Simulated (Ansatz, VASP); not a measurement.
# HgPd (Potarite): VASP beside Ansatz

Aim: how closely do two programs agree when they are given the same cell, functional and k mesh? The cell is taken from a series of runs on this material, whose earlier steps may have relaxed, scaled, displaced or heated it; both programs get it as it stands.

Main program and level: Ansatz 0.2.0; plane waves, with VASP 6.6.1 beside it; relaxation of cell and atoms at PBEsol.

**1. The starting structure**

The structure is tetragonal, space group P4/mmm (No. 123). The conventional cell has a = 3.008 Å, b = 3.008 Å, c = 3.746 Å, α = 90.00°, β = 90.00°, γ = 90.00°. Nearest to Hg lie 8 Pd at 2.83 Å and 4 Hg at 3.01 Å. Pd has 8 Hg at 2.83 Å and 4 Pd at 3.01 Å nearest. Farther neighbours are not listed.

Structure file:

```xyz
2
Lattice="3.0083 0.0000 0.0000 0.0000 3.0083 0.0000 0.0000 0.0000 3.7463" Properties=species:S:1:pos:R:3 pbc="T T T"
Hg    0.0000    0.0000    0.0000
Pd    1.5042    1.5042    1.8732
```

**2. VASP: relaxation of cell and atoms, PBEsol**

The relaxed volume is the usual yardstick between codes: in a stiff, nearly cubic crystal its relative difference is about their pressure difference at one cell divided by the bulk modulus.

Lines of VASP's logs that name or quote its potential files are left out, and so is its time.

Input file INCAR:

```
SYSTEM = HgPd
PREC = Accurate
ENCUT = 500
EDIFF = 1E-07
NELM = 120
ISMEAR = 1
SIGMA = 0.2
LREAL = .FALSE.
ALGO = Normal
GGA = PS
NBANDS = 17
LASPH = .TRUE.
LORBIT = 11
LWAVE = .FALSE.
LCHARG = .FALSE.
ISIF = 3
IBRION = 2
NSW = 80
EDIFFG = -0.005
GGA_COMPAT = .FALSE.
NELMIN = 4
```

Input file POSCAR:

```
HgPd
1.0
    3.0083470000      0.0000000000      0.0000000000
    0.0000000000      3.0083470000      0.0000000000
    0.0000000000      0.0000000000      3.7463240000
Hg Pd
1 1
Direct
    0.0000000000      0.0000000000      0.0000000000
    0.5000001662      0.5000001662      0.5000000000
```

Input file KPOINTS:

```
Automatic mesh
0
Gamma
10 10 8
0 0 0
```

PAW data sets: Hg and Pd (PBE family, release 64).

On the command line:

```console
$ mpirun -np 1 vasp_std
```

Numbers of over 12 decimals in the logs are rounded to 6 here.

What it wrote:

```text
[banner, memory and clock lines left out]
running    1 mpi-ranks, on    1 nodes
 distrk:  each k-point on    1 cores,    1 groups
 distr:  one band on    1 cores,    1 groups

 POSCAR found type information on POSCAR HgPd
 POSCAR found :  2 types and       2 ions
|                                                                             |
|               ----> ADVICE to this user running VASP <----                  |
|                                                                             |
|     You enforced a specific xc type in the INCAR file but a different       |
|     [... a line on the potential file left out ...]
|     I HOPE YOU KNOW WHAT YOU ARE DOING!                                     |
|                                                                             |

 LDA part: xc-table for (Slater+PW92), standard interpolation
 POSCAR, INCAR and KPOINTS ok, starting setup
 FFT: planning ... GRIDC
 FFT: planning ... GRID_SOFT
 FFT: planning ... GRID
 WAVECAR not read
 entering main loop
       N       E                     dE             d eps       ncg     rms          rms(c)
DAV:   1     0.144877590542E+03    0.14488E+03   -0.11717E+04  3658   0.126E+03
DAV:   2    -0.470900283149E+01   -0.14959E+03   -0.14231E+03  3663   0.305E+02
DAV:   3    -0.736813317580E+01   -0.26591E+01   -0.26511E+01  4307   0.465E+01
DAV:   4    -0.737855259136E+01   -0.10419E-01   -0.10418E-01  4210   0.255E+00
DAV:   5    -0.737868277335E+01   -0.13018E-03   -0.13018E-03  4441   0.323E-01    0.989E+00
DAV:   6    -0.703344497998E+01    0.34524E+00   -0.63012E-01  4035   0.131E+01    0.744E+00
DAV:   7    -0.699603126606E+01    0.37414E-01   -0.21917E-01  3884   0.433E+00    0.287E+00
DAV:   8    -0.698663594826E+01    0.93953E-02   -0.44681E-02  3964   0.235E+00    0.126E+00
DAV:   9    -0.698484784808E+01    0.17881E-02   -0.87281E-03  4076   0.136E+00    0.158E-01
DAV:  10    -0.698482548307E+01    0.22365E-04   -0.25632E-04  4057   0.138E-01    0.604E-02
DAV:  11    -0.698482557049E+01   -0.87419E-07   -0.39713E-05  4110   0.616E-02    0.518E-03
DAV:  12    -0.698482522986E+01    0.34063E-06   -0.25827E-06  4110   0.232E-02    0.557E-03
DAV:  13    -0.698482537118E+01   -0.14132E-06   -0.22972E-07  3192   0.683E-03    0.725E-04
DAV:  14    -0.698482537305E+01   -0.18674E-08   -0.17039E-08  1953   0.168E-03
   1 F= -.69848254E+01 E0= -.69853324E+01  d E =-.698483E+01
[...]
2 F= -.69844089E+01 E0= -.69850181E+01  d E =0.416459E-03
[...]
3 F= -.69855528E+01 E0= -.69861022E+01  d E =-.727448E-03
[...]
4 F= -.69855526E+01 E0= -.69861010E+01  d E =-.727207E-03
[...]
5 F= -.69855654E+01 E0= -.69861245E+01  d E =-.127980E-04
[...]
6 F= -.69855894E+01 E0= -.69861803E+01  d E =-.368220E-04
[...]
7 F= -.69855689E+01 E0= -.69862228E+01  d E =-.163577E-04
 curvature:  -0.09 expect dE=-0.112E-05 dE for cont linesearch -0.989E-06
 ZBRENT: bracketing found
 ZBRENT: interpolating
 opt :   5.3332  next Energy=    -6.985595 (dE=-0.428E-04)
 bond charge predicted
       N       E                     dE             d eps       ncg     rms          rms(c)
DAV:   1    -0.698603983360E+01   -0.47084E-03   -0.32007E-02  3713   0.141E+00    0.118E-01
DAV:   2    -0.698572904051E+01    0.31079E-03   -0.15540E-04  3818   0.137E-01    0.632E-02
DAV:   3    -0.698559357435E+01    0.13547E-03   -0.17130E-04  3922   0.117E-01    0.192E-02
DAV:   4    -0.698559305675E+01    0.51759E-06   -0.14389E-05  3932   0.400E-02    0.136E-02
DAV:   5    -0.698559310423E+01   -0.47472E-07   -0.39831E-07  3757   0.632E-03
   8 F= -.69855931E+01 E0= -.69862054E+01  d E =-.405241E-04
 curvature:  -0.52 expect dE=-0.123E-05 dE for cont linesearch -0.348E-06
 trial: gam= 0.00000 g(F)=  0.185E-56 g(S)=  0.237E-05 ort =-0.319E-05 (trialstep = 0.178E+01)
 search vector abs. value=  0.237E-05
 reached required accuracy - stopping structural energy minimisation
```

From OUTCAR (step 2):

```text
ion  position               nearest neighbor table
   1  0.000  0.000  0.000-   2 2.83   2 2.83   2 2.83   2 2.83   2 2.83   2 2.83   2 2.83   2 2.83

  LATTYP: Found a simple tetragonal cell.
 ALAT       =     3.0083470000
 C/A-ratio  =     1.2453097997

 Subroutine GETGRP returns: Found 16 space group operations
 (whereof 16 operations were pure point group operations)

The static configuration has the point symmetry D_4h.

 Found    105 irreducible k-points:

   k-points           NKPTS =    105   k-points in BZ     NKDIM =    105   number of bands    NBANDS=     17

   dimension x,y,z NGX =    24 NGY =   24 NGZ =   28
   dimension x,y,z NGXF=    48 NGYF=   48 NGZF=   56

   ENCUT  =  500.0 eV  36.75 Ry    6.06 a.u.   5.48  5.48  6.83*2*pi/ulx,y,z

   NELECT =      22.0000    total number of electrons

 k-points in reciprocal lattice and weights: Automatic mesh
   0.00000000  0.00000000  0.00000000       0.001
   0.10000000  0.00000000  0.00000000       0.005
   0.20000000  0.00000000  0.00000000       0.005
   0.30000000  0.00000000  0.00000000       0.005
   0.40000000  0.00000000  0.00000000       0.005
   0.50000000  0.00000000  0.00000000       0.003
   0.10000000  0.10000000  0.00000000       0.005
   0.20000000  0.10000000  0.00000000       0.010
   0.30000000  0.10000000  0.00000000       0.010
[...]
0.50000000  0.40000000  0.50000000       0.005
   0.50000000  0.50000000  0.50000000       0.001

 average (electrostatic) potential at core
       1 -36.7945       2 -73.5147

 E-fermi :   6.6847

 k-point     1 :       0.0000    0.0000    0.0000
  band No.  band energies     occupation
    ...
      7       3.3048      2.00000
      8       3.9462      2.00000
      9       5.2075      2.00000
     10       5.2075      2.00000
     11       5.3795      2.00000
     12       8.9962     -0.00000
     13      14.6864      0.00000
     14      15.0820      0.00000
     15      15.0820      0.00000
     16      21.7655      0.00000
    ...

 k-point     2 :       0.1000    0.0000    0.0000
  band No.  band energies     occupation
    ...
      7       3.3621      2.00000
      8       3.9548      2.00000
      9       4.8673      2.00000
     10       5.1691      2.00000
     11       5.2572      2.00000
     12       9.5934     -0.00000
     13      13.3720      0.00000
     14      15.2777      0.00000
     15      15.4756      0.00000
     16      22.2917      0.00000
    ...

 k-point     3 :       0.2000    0.0000    0.0000
  band No.  band energies     occupation
    ...
      7       3.4271      2.00000
      8       4.0500      2.00000
      9       4.2258      2.00000
     10       4.9625      2.00000
     11       5.0663      2.00000
     12      10.9946      0.00000
     13      11.1424      0.00000
     14      15.3055      0.00000
     15      16.5732      0.00000
     16      22.3275      0.00000
    ...

  Total        0.0069969      0.0069969      0.0005796      0.0000000     -0.0000000      0.0000000
  in kB        0.3284468      0.3284468      0.0272091      0.0000000     -0.0000000      0.0000000
  external PRESSURE =       0.2280342 kB  Pullay stress =       0.0000000 kB

  energy-cutoff  :      500.00
  volume of cell :       34.13
      direct lattice vectors                 reciprocal lattice vectors
     3.010697046  0.000000000  0.000000000     0.332148996  0.000000000 -0.000000000
     0.000000000  3.010697046  0.000000000     0.000000000  0.332148996 -0.000000000
     0.000000000  0.000000000  3.765436295    -0.000000000 -0.000000000  0.265573475

 POSITION                                       TOTAL-FORCE (eV/Angst)
 -----------------------------------------------------------------------------------
      0.00000      0.00000      3.76544        -0.000000     -0.000000      0.000000
      1.50535      1.50535      1.88272         0.000000      0.000000      0.000000
 -----------------------------------------------------------------------------------
    total drift:                               -0.000113     -0.000113      0.000000

  FREE ENERGIE OF THE ION-ELECTRON SYSTEM (eV)
  ---------------------------------------------------
  free  energy   TOTEN  =        -6.9855931042 eV

  energy  without entropy=       -6.9874299383  energy(sigma->0) =       -6.98620538

 reached required accuracy - stopping structural energy minimisation

 total charge
# of ion       s       p       d       tot
------------------------------------------
    1        0.756   0.471   9.328  10.555
    2        0.381   0.388   8.612   9.381
--------------------------------------------------
tot          1.137   0.860  17.940  19.937

[... 3 further parts left out ...]
```

CONTCAR:

```
HgPd
   1.00000000000000
     3.0106970462403124    0.0000000000000000    0.0000000000000001
     0.0000000000000000    3.0106970462403124    0.0000000000000000
     0.0000000000000001    0.0000000000000001    3.7654362948297888
  Hg              Pd
     1     1
Direct
     0.0000000000000000    0.0000000000000000    1.0000000000000000
     0.5000001662000031    0.5000001662000031    0.5000000000000000
```

**3. Ansatz: relaxation of cell and atoms, PBEsol**

Ansatz runs on its default PAW (the set named soft_2) files.

The same cell, functional, mesh and smearing now go to Ansatz, which takes its cutoff from its data sets.

Input file input.yaml:

```yaml
crystal:
  lattice:
    - [3.0083474181, 0.0, 0.0]
    - [0.0, 3.0083474181, 0.0]
    - [0.0, 0.0, 3.7463237497]
  atoms:
    - { symbol: Hg, position: [0.0, 0.0, 0.0] }
    - { symbol: Pd, position: [0.5, 0.5, 0.5] }
kpoints:
  mp_grid: { grid: [10, 10, 8] }
hamiltonian:
  xc: pbesol
scf:
  occupations: { method: methfessel_paxton, width: 0.2 }
output:
  forces: true
  stress: true
  eigenvalues: true
relax:
  adjacent_minimum: "off"
  f_tol: 0.001
  max_steps: 60
  cell: { stress_tol: 0.01 }
```

On the command line:

```console
$ ansatz run input.yaml --threads 4 --pin off --max-ram 8192MiB --backend cpu --events-out ev --progress --plain --runs-dir out
```

What it wrote:

```text
Engine: ansatz 0.2.0, aarch64-unknown-linux-gnu
Pseudopotentials: kind: paw
Pseudopotential: Hg, paw, valence charge 20, recommended cutoff 420 eV (normal), Hg.paw.azcp
Pseudopotential: Pd, paw, valence charge 18, recommended cutoff 420 eV (normal), Pd.paw.azcp
Functional definition: PBEsol
  exchange = pbesol_x
  correlation = pbesol_c
Crystal: 2 atoms, lattice volume = 33.905 Å³
Basis set: ecut = 420 eV, 645 PW (Γ), exchange–correlation on 48×48×54 points (8 copies of the dense FFT grid, shifted against one another)
Bands: 23, of which v1, the nominal top of the filled ones, is band 19 counted from 1 (18 counted from 0)
Symmetry: 16 space group operations
Space group: P4/mmm (ITA 123), of the structure as read, at distance tolerance 3.2e-5 Å
k-points: 105 of 800
Non-local potential: Hg, projectors of the file, l = 0: 3, l = 1: 2, l = 2: 2, l = 3: 1
Non-local potential: Pd, projectors of the file, l = 0: 2, l = 1: 2, l = 2: 2, l = 3: 1
PAW form: soft (Blöchl's): semilocal exchange-correlation on the pseudo side does not see the compensation charge
PAW frozen core: Hg, regenerated for the run's functional, and the local potential with it (the file was generated under x = pbe(κ = 0.804, μ = 0.219515), c = pbe(β = 0.066725))
PAW frozen core: Pd, regenerated for the run's functional, and the local potential with it (the file was generated under x = pbe(κ = 0.804, μ = 0.219515), c = pbe(β = 0.066725))
PAW one-centre angular grid: Hg, 590 points (default); XC on 64 Gauss nodes
PAW one-centre angular grid: Pd, 590 points (default); XC on 64 Gauss nodes
Initial density: superposition of atomic densities (neutral atoms: chi_scale 0, normalization atom), corrected by the library's trained network
Initial wavefunctions: pseudopotential atomic-orbital guess
Functional: x = pbesol(κ = 0.804, μ = 0.123457), c = pbesol(β = 0.046)
SCF iter   1: F=—  HF=-20575.178648 eV  |F-HF|=—  |Δ(HF+E_count)|=         —  Δρ=1.22e-2  dr2=5.61e-2  ethr=1.77e-3  ⟨swp⟩=4.9  Hψ=9184  notcnv=0
preconditioner: auto → Kerker (q_TF=auto, 2.781 Å⁻¹)  [metal: Δε(μ)=0.094 eV  Ē_g=11.316 eV  σ=0.200 eV  W_gap=0.38  n_scr=14 (ndim 8)  ℏωp=29.9 eV  f_vac=0.000  D(μ)=0.30/eV (n_scr^D=0)]
SCF iter   2: F=—  HF=-20575.168321 eV  |F-HF|=—  |Δ(HF+E_count)|=   1.03e-2  S|Δr|=    0.00e0  Δρ=2.94e-3  dr2=1.75e-3  ethr=1.48e-4  ⟨swp⟩=2.0  Hψ=3727  notcnv=0
SCF iter   3: F=—  HF=-20575.167997 eV  |F-HF|=—  |Δ(HF+E_count)|=   3.24e-4  S|Δr|=    0.00e0  Δρ=1.45e-3  dr2=4.62e-4  ethr=4.62e-6  ⟨swp⟩=2.0  Hψ=3029  notcnv=0
SCF iter   4: F=—  HF=-20575.167872 eV  |F-HF|=—  |Δ(HF+E_count)|=   1.26e-4  S|Δr|=    0.00e0  Δρ=2.22e-4  dr2=2.25e-5  ethr=1.21e-6  ⟨swp⟩=2.5  Hψ=3725  notcnv=0
SCF iter   5: F=—  HF=-20575.167870 eV  |F-HF|=—  |Δ(HF+E_count)|=   1.81e-6  S|Δr|=    0.00e0  Δρ=6.51e-5  dr2=2.63e-6  ethr=5.91e-8  ⟨swp⟩=2.1  Hψ=3209  notcnv=0
SCF iter   6: F=—  HF=-20575.167869 eV  |F-HF|=—  |Δ(HF+E_count)|=   7.62e-7  S|Δr|=    0.00e0  Δρ=2.30e-5  dr2=1.98e-7  ethr=6.91e-9  ⟨swp⟩=2.2  Hψ=3308  notcnv=0
SCF iter   7: F=-20575.167869 eV  HF=-20575.167869 eV  |F-HF|=4.39e-9  |Δ(HF+E_count)|=   4.49e-8  S|Δr|=    0.00e0  Δρ=4.97e-6  dr2=9.60e-9  ethr=2.63e-10  ⟨swp⟩=4.7  Hψ=8585  notcnv=0
SCF 1 converged in 7 iterations: F = -20575.167869 eV  dr2 = 9.60e-9
  greatest PAW one-centre occupation: 1.000 electrons in one spin orbital (limit 2), on the Hg atom at site 0 (counted from 0), in its partial waves of l = 0
relax step   1: F+E_penalty+E_count = -20575.16786889 eV  Δ(F+E_penalty+E_count) = +0.000e0 eV  max|allowed force component| = 1.972e-31 eV/Å  Δτ_max = 0.0000 Å  P = -0.031 GPa  Ω = 33.905 Å³  (7 SCF iters, dr2 threshold 1.00e-7 eV, accepted)
[...]
relax step   2: F+E_penalty+E_count = -20575.16787580 eV  Δ(F+E_penalty+E_count) = -6.913e-6 eV  max|allowed force component| = 3.155e-30 eV/Å  Δτ_max = 0.0000 Å  P = +0.052 GPa  Ω = 33.886 Å³  energy of the carried Pulay correction = +5.694e-6 eV  (4 SCF iters, dr2 threshold 4.90e-9 eV, accepted)
[...]
relax step   3: F+E_penalty+E_count = -20575.16787495 eV  Δ(F+E_penalty+E_count) = +8.510e-7 eV  max|allowed force component| = 2.256e-28 eV/Å  Δτ_max = 0.0000 Å  P = +0.013 GPa  Ω = 33.895 Å³  energy of the carried Pulay correction = +2.920e-6 eV  (3 SCF iters, dr2 threshold 1.06e-8 eV, accepted)
[...]
relax step   4: F+E_penalty+E_count = -20575.16787454 eV  Δ(F+E_penalty+E_count) = +4.131e-7 eV  max|allowed force component| = 4.102e-29 eV/Å  Δτ_max = 0.0000 Å  P = -0.001 GPa  Ω = 33.898 Å³  energy of the carried Pulay correction = +1.911e-6 eV  (4 SCF iters, dr2 threshold 1.56e-9 eV, accepted)
[...]
relax step   5: F+E_penalty+E_count = -20575.16786989 eV  Δ(F+E_penalty+E_count) = +4.650e-6 eV  max|allowed force component| = 4.181e-29 eV/Å  Δτ_max = 0.0000 Å  P = -0.001 GPa  Ω = 33.898 Å³  stress off target by 4.66e-3 GPa  SCF on the basis re-selected at this cell (its energy is not comparable with the rows above)  (6 SCF iters)
basis re-selected at this cell: Δ(F+E_penalty+E_count) = +4.650e-6 eV, ΔP = +0.000 GPa vs the last step (what re-selecting the basis moved, of the pressure what is left beyond the Pulay correction that the steps carried, after the strain that the cell walked since its last selection, with what the two solves' SCF thresholds leave and, on support functions, any second-order correction that the steps lacked; it is no m [...]
SCF converged after 6 iterations
Stability not checked: this state was not tested for a lower state beside it, because cold or Methfessel-Paxton smearing, or corrected tetrahedra, fill the levels in a way that the test cannot read (fill_not_monotonic; see scf.lower_state_search)
Free energy (F): -20575.167870 eV
Harris-Foulkes:  -20575.167870 eV  (|F-HF|=1.09e-11)
Internal energy: -20575.169411 eV  (E = F + TS)
E sigma→0 (E₀):  -20575.168255 eV
Entropy (-TS):   0.001541 eV (0.770 meV/atom)
Fermi energy:    19.565352 eV
Step filling:    the computed levels leave a gap of 0.0000 eV = 0.0 smearing widths at the electron count; against every level under it full and every level over it empty, smearing changes F+E_penalty+E_count by +0.048 meV and its σ→0 estimate by -0.337 meV
--- Per-component energies (eV) ---
  E_band       = -446.352947
  E_kinetic    = 1119.008339
  E_local      = -3914.750265  (includes V_loc(G=0)·N_el)
  E_nonlocal   = 295.873957
  E_hartree    = 1650.057351
  E_xc         = -387.502884
  E_vxc        = -474.083272  (∫ρ·V_xc dr)
  E_paw        = -13485.395678  (= ΣΔE_a)
  E_vpaw       = -772.517552  (= ΣTr[D̂ρ^β])
  E_aug_tail   = 0.001121  (compensation charges beyond the density's cutoff)
  E_ewald      = -5853.092525
  E_core_change = 0.631175  (= ΣΔE_core)
  E_smearing   = 0.001541  (= −TS)
  E_closure    = 0.000000  (closes the sum)
  Σ components = -20575.167870   (vs F -20575.167870, Δ=0.00e0)
--- Forces (eV/Å), atoms counted from 1 ---
  atom   1  Hg     0.00000000     0.00000000     0.00000000
  atom   2  Pd    -0.00000000    -0.00000000    -0.00000000
  max |Σ_I F_I| component: 6.78e-29 eV/Å
--- Stress (GPa, compression-positive) ---
       -0.003254      -0.000000      -0.000000
       -0.000000      -0.003254      -0.000000
       -0.000000      -0.000000       0.004661
  P = ⅓ Tr σ = -0.0006 GPa (-0.006 kbar)
--- Band table (eV; the first three rows and the last of 105) ---
  k-point 0: bands = [... 15 lower, 16.8082, 18.0707, 18.0707, 18.2309, 21.8999, 27.6916, 27.8317, 27.8317]
  k-point 1: bands = [... 15 lower, 16.7205, 17.9335, 17.9335, 18.2072, 20.7733, 28.2508, 28.2508, 29.1599]
  k-point 2: bands = [... 15 lower, 16.3485, 17.6213, 17.6213, 18.1497, 18.9503, 29.3998, 29.3998, 32.1185]
  k-point 104: bands = [... 15 lower, 15.4973, 17.8530, 18.8013, 21.2593, 24.9269, 24.9269, 25.9764, 25.9764]
--- Relaxed structure (4 steps of the walk, 4 accepted, 1 SCFs on fresh bases) ---
  F+E_penalty+E_count = -20575.16786989 eV   max|allowed force component| = 4.181e-29 eV/Å   (the final SCF, on the basis selected at the relaxed cell)
  cell:  # Å, volume = 33.8980 Å³
    - [3.007270, 0, 0.0]
    - [0, 3.007270, 0.0]
    - [0.0, 0.0, 3.748254]
  atoms:
    - { symbol: Hg, position: [0, 0, 0.0] }
    - { symbol: Pd, position: [0.500000, 0.500000, 0.5] }
```

In the SCF lines HF is the Harris–Foulkes energy and dr2 the Hartree energy of the density residual, in eV; the loop may stop once dr2 is under the threshold and the program's other checks hold. Hψ counts applications of the Hamiltonian.

**4. Differences**

Known differences besides the potentials themselves: the data sets hold 38 valence electrons in Ansatz (on its default PAW (the set named soft_2) files) and 22 in VASP; the cutoff is 420 eV in Ansatz and 500 eV in VASP; Ansatz makes its cores anew for this functional, VASP keeps those of its PBE data sets; Ansatz adds a Pulay correction to the stress that steers its cell, VASP none. Total energies have different zeros and are not compared.

Both answers:

```csv
quantity,Ansatz,VASP,difference
volume (Å³),33.90,34.13,-0.68 %
"edge a after relaxation, in the typed setting (Å)",3.007,3.011,-0.11 %
"edge c after relaxation, in the typed setting (Å)",3.748,3.765,-0.45 %
```

**5. Outcome**

```yaml
difference_in_volume_relaxation_of_cell_and_atoms_pbesol: -0.68 %
```

In words: The difference in volume is -0.68 % (relaxation of cell and atoms, PBEsol), within the 1.2 % picked in this series as the mark of a large difference, as far as the stopping tolerances let one tell. The data sets hold unlike numbers of valence electrons (38 in Ansatz and 22 in VASP), so part of the differences comes from the potentials. How closely two codes agree says nothing of how well the functional describes the real material.

[Lines on the potential files, build, host, timing and source positions are cut from VASP's logs without a mark.]

[Logs are printed without paths, hosts, clocks, repeated set-up lines and the standing remarks that a program may print on its own settings, such as how far it seeks lower states.]

[Hosts, paths, dates, database ids (printed as entryN), source tags and the programs' standing remarks are cut or masked in the printed files.]
